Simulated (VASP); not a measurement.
Output of a VASP run:

OSZICAR:
```
       N       E                     dE             d eps       ncg     rms          rms(c)
DAV:   1     0.215941380022E+03    0.21594E+03   -0.13718E+04  4320   0.150E+03
DAV:   2    -0.488301678511E+01   -0.22082E+03   -0.21907E+03  5408   0.417E+02
DAV:   3    -0.190447347605E+02   -0.14162E+02   -0.14109E+02  8224   0.797E+01
DAV:   4    -0.192736305329E+02   -0.22890E+00   -0.22887E+00  4704   0.114E+01
DAV:   5    -0.192801304642E+02   -0.64999E-02   -0.64999E-02  6712   0.126E+00    0.163E+01
DAV:   6    -0.186951179322E+02    0.58501E+00   -0.88914E-01  4488   0.822E+00    0.667E+00
DAV:   7    -0.185809786821E+02    0.11414E+00   -0.58716E-01  6312   0.566E+00    0.107E+00
DAV:   8    -0.185839701148E+02   -0.29914E-02   -0.34601E-02  5728   0.166E+00    0.271E-01
DAV:   9    -0.185842646922E+02   -0.29458E-03   -0.12891E-03  5288   0.382E-01    0.344E-02
DAV:  10    -0.185842375604E+02    0.27132E-04   -0.40404E-05  6680   0.455E-02    0.243E-02
DAV:  11    -0.185842355309E+02    0.20295E-05   -0.76392E-06  4592   0.371E-02    0.210E-03
DAV:  12    -0.185842356885E+02   -0.15758E-06   -0.33290E-07  4360   0.453E-03    0.176E-03
DAV:  13    -0.185842356493E+02    0.39121E-07   -0.27935E-08  2728   0.182E-03
   1 F= -.18584236E+02 E0= -.18584236E+02  d E =0.000000E+00
```

**OUTCAR**
```
------------------------ aborting loop because EDIFF is reached ----------------------------------------
  FORCE on cell =-STRESS in cart. coord.  units (eV):
  Direction    XX          YY          ZZ          XY          YZ          ZX
  --------------------------------------------------------------------------------------
  Total        0.0167825      0.0167825     -0.0354537      0.0000000     -0.0000000      0.0000000
  in kB        0.6164581      0.6164581     -1.3022883      0.0000000     -0.0000000      0.0000000
  external PRESSURE =      -0.0231240 kB  Pullay stress =       0.0000000 kB
  volume of cell :       43.62
      direct lattice vectors                 reciprocal lattice vectors
     1.571802691 -2.722442070  0.000000000     0.318106085 -0.183658637  0.000000000
     1.571802691  2.722442070  0.000000000     0.318106085  0.183658637  0.000000000
     0.000000000  0.000000000  5.096571972     0.000000000  0.000000000  0.196210317
 POSITION                                       TOTAL-FORCE (eV/Angst)
 -----------------------------------------------------------------------------------
      1.57180      0.90748      1.27414        -0.000000     -0.000000      0.000000
      1.57180     -0.90748      3.82243         0.000000      0.000000      0.000000
 -----------------------------------------------------------------------------------
    total drift:                               -0.000000      0.001102     -0.000018
  FREE ENERGIE OF THE ION-ELECTRON SYSTEM (eV)
  ---------------------------------------------------
  free  energy   TOTEN  =       -18.5842356493 eV

  energy  without entropy=      -18.5842356493  energy(sigma->0) =      -18.58423565

 total charge

# of ion       s       p       d       tot
------------------------------------------
    1        2.248   5.958   1.720   9.927
    2        2.248   5.958   1.720   9.927
--------------------------------------------------
tot          4.497  11.917   3.440  19.854
```
(Selected blocks of OUTCAR.)

File POSCAR:
```
Zr
1
    1.5718026909    -2.7224420702     0.0000000000
    1.5718026909     2.7224420702     0.0000000000
    0.0000000000     0.0000000000     5.0965719717
Zr
2
Direct
  0.3333330000   0.6666670000   0.2500000000
  0.6666670000   0.3333330000   0.7500000000
```

Q: Reconstruct the remaining input files.

A: One answer among several that fit: the input of the run itself, LDA (Ceperley-Alder, Perdew-Zunger), plane waves, VASP's LDA PAW potentials (set 64).

**INCAR**
```
SYSTEM = Zr
PREC = Accurate
ENCUT = 520
EDIFF = 1E-7
NELM = 100
ALGO = Normal
LREAL = .FALSE.
LASPH = .TRUE.
ISMEAR = -5
LMAXMIX = 4
LWAVE = .FALSE.
LCHARG = .TRUE.
LORBIT = 11
NEDOS = 601
ISIF = 2
```

**KPOINTS**
```
Automatic mesh
0
Gamma
15 15 8
0 0 0
```

POTCAR, in this order: Zr_sv (LDA.64 set). Program: vasp_std.

For a metal the tetrahedron method with Blöchl corrections gives inexact stress and forces.

The compound is Zr in the hcp structure. It was relaxed first, which changed the volume by -6 %.
